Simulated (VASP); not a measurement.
Write the native input for VASP 6.6.1 that does the following.

```yaml
Task: relaxation of cell and atoms
Functional: PBE
Potentials_or_basis: VASP PAW PBE potentials, release 64 (Zn, S)
Cutoff: 520 eV
k_mesh: 10 × 10 × 10
Occupations: gaussian, width 0.02 eV
Spin: no spin polarisation
Further_INCAR_settings: ALGO = Normal; EDIFF = 1e-07; IBRION = 2; EDIFFG = -0.002; NSW = 80; ISIF = 3
```

The structure of ZnS lies in POSCAR:

```
ZnS                                     
1.0
   -0.0000000000      2.7235674205      2.7235674205
    2.7235674205      0.0000000000      2.7235674205
    2.7235674205      2.7235674205      0.0000000000
  Zn              S             
     1     1
Direct
     0.2500000000000000    0.2500000000000000    0.2500000000000000
     0.0000000000000000    0.0000000000000000    0.0000000000000000
```

One way to write it, as run:

INCAR

```
ALGO     = Normal         # electronic algorithm
EDIFF    = 1E-7           # SCF threshold, eV
EDIFFG   = -0.002         # ionic threshold
ENCUT    = 520            # plane-wave cutoff, eV
GGA      = PE             # functional
IBRION   = 2              # ionic algorithm
ISIF     = 3              # what is computed and relaxed
ISMEAR   = 0              # smearing method
KPAR     = 4            
LASPH    = T              # aspherical terms in the spheres
LCHARG   = F              # write CHGCAR
LREAL    = F              # projectors in reciprocal space
LWAVE    = F              # write WAVECAR
NELM     = 100            # most SCF steps
NSW      = 80             # ionic steps
PREC     = Accurate       # precision mode
SIGMA    = 0.02           # smearing width, eV
```

KPOINTS

```
k-points
0
Gamma
  10 10 10
```

Potentials or basis: VASP PAW PBE potentials, release 64 (Zn, S).

Run with:

```sh
$ cat potpaw_PBE.64/Zn/POTCAR potpaw_PBE.64/S/POTCAR > POTCAR
$ mpirun -np 4 vasp_std > vasp.out
```

It gave:

| Item | Value |
| --- | --- |
| Pressure after relaxing | 0.0 GPa |
| Band gap on the k mesh | 2.01 eV, direct |

Caveat: the relaxation stopped at its first step, so nothing moved.

It took 12 s on 4 MPI ranks on AMD EPYC 7R13 Processor (Zen 3) (shared host), peak memory 0.15 GiB a rank.
